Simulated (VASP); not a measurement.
Calculation: PBEsol GGA, VASP's PBE PAW potentials (set 64) (plane waves; VASP).

A VASP calculation is set up with these files.

### KPOINTS
```
Automatic mesh
0
Gamma
6 6 3
0 0 0
```

### INCAR
```
ALGO=Normal
EDIFF=1E-7
ENCUT=530
GGA=PS
IBRION=6
ISIF=3
ISMEAR=0
LASPH=.True.
LCHARG=.False.
LMAXMIX=4
LREAL=.False.
LWAVE=.False.
NELM=100
NFREE=2
NSW=1
POTIM=0.015
PREC=Accurate
SIGMA=0.05
SYSTEM=SiGe
```

POSCAR:
```
SiGe
1
    3.9003054221     0.0000000000     0.0000000000
   -1.9501527111     3.3777636899     0.0000000000
    0.0000000000     0.0000000000     6.4318608652
Si Ge
2 2
Direct
  0.6666670000   0.3333330000   0.8746014851
  0.3333330000   0.6666670000   0.3746014851
  0.6666670000   0.3333330000   0.5003985149
  0.3333330000   0.6666670000   0.0003985149
```

POTCAR, in this order: Si Ge_d (PBE.64 set). Program: vasp_std.

Q: What will the output report for the number of irreducible k-points (NKPTS), number of bands (NBANDS), largest plane-wave count, number of space-group operations, FFT grid (NGX, NGY, NGZ)?

A: 
The number of irreducible k-points (NKPTS) comes out as 14, the number of bands (NBANDS) comes out as 22 and the largest plane-wave count comes out as 2382. The number of space-group operations is 12 and the FFT grid (NGX, NGY, NGZ) comes out as 30 × 30 × 48.

The structure comes from a computed database's SiGe entry (P6_3mc); how it stands against other phases isn't given here. It was relaxed first.
